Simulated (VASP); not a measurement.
An input for Ansatz (written as the equivalent of a VASP run, and not itself run):

Ansatz 0.2 input:
```yaml
crystal:
  lattice:
    - [5.2195647, 0.0000000, 0.0000000]
    - [-2.6097823, 4.5202754, 0.0000000]
    - [0.0000000, 0.0000000, 4.2926404]
  atoms:
    - { symbol: Ir, position: [0.3333330, 0.6666670, 0.0000000] }
    - { symbol: Ir, position: [0.6666670, 0.3333330, 1.0000000] }
    - { symbol: Ir, position: [0.5000000, 0.0000000, 0.5000000] }
    - { symbol: Ir, position: [0.5000000, 0.5000000, 0.5000000] }
    - { symbol: Ir, position: [0.0000000, 0.5000000, 0.5000000] }
    - { symbol: Ce, position: [0.0000000, 0.0000000, 0.0000000] }
kpoints:
  mp_grid: { grid: [8, 8, 8] }
hamiltonian:
  xc: lda
  pseudopotentials: { kind: paw }
scf:
  occupations: { method: tetrahedron }
  max_iter: 100
output: { forces: true, stress: true, eigenvalues: true }
```

**Question.** Write the VASP files for the same calculation (LDA).

**Answer.** Several could match; the one computed here: 
### POSCAR
```
CeIr5
1
    5.2195646715    -0.0000000000    -0.0000000000
   -2.6097823358     4.5202754259     0.0000000000
    0.0000000000     0.0000000000     4.2926403889
Ir Ce
5 1
Direct
  0.3333330000   0.6666670000   0.0000000000
  0.6666670000   0.3333330000   1.0000000000
  0.5000000000   0.0000000000   0.5000000000
  0.5000000000   0.5000000000   0.5000000000
  0.0000000000   0.5000000000   0.5000000000
  0.0000000000   0.0000000000   0.0000000000
```

INCAR:
```
ENCUT=400
NELM=100   # most electronic steps
PREC=Accurate
EDIFF=1E-7   # SCF stop (eV)
SYSTEM=CeIr5
LREAL=F   # projection in real space or not
LMAXMIX=6   # l cut-off of mixed one-centre charges
LEFG=T
ALGO=Normal   # blocked Davidson
NEDOS=601   # DOS grid
LCHARG=T
LASPH=T
ISMEAR=-5   # tetrahedra, Bloechl
ISIF=2   # forces and stress, cell fixed
LORBIT=11   # lm-projected
LWAVE=F
```

KPOINTS:
```
K-points
0
G
8 8 8
0 0 0
```

POTCAR, in this order: Ir Ce (LDA.64 set). Program: vasp_std.

The two are equivalent in intent, not identical: each code has its own PAW files, so the cut-off isn't converted (ENCUT is set for VASP's; basis.ecutwfc is left out, and Ansatz then takes the one that its files recommend); Ansatz stops its SCF on the density residual and VASP on the energy change (EDIFF); Ansatz's lda is the Perdew-Wang form, while the LDA potentials of VASP carry Perdew-Zunger's; the field gradients of LEFG aren't asked of the other code.

The structure comes from a measured CeIr5 entry (P6/mmm) of the Crystallography Open Database, whose conditions weren't checked. It was relaxed first.
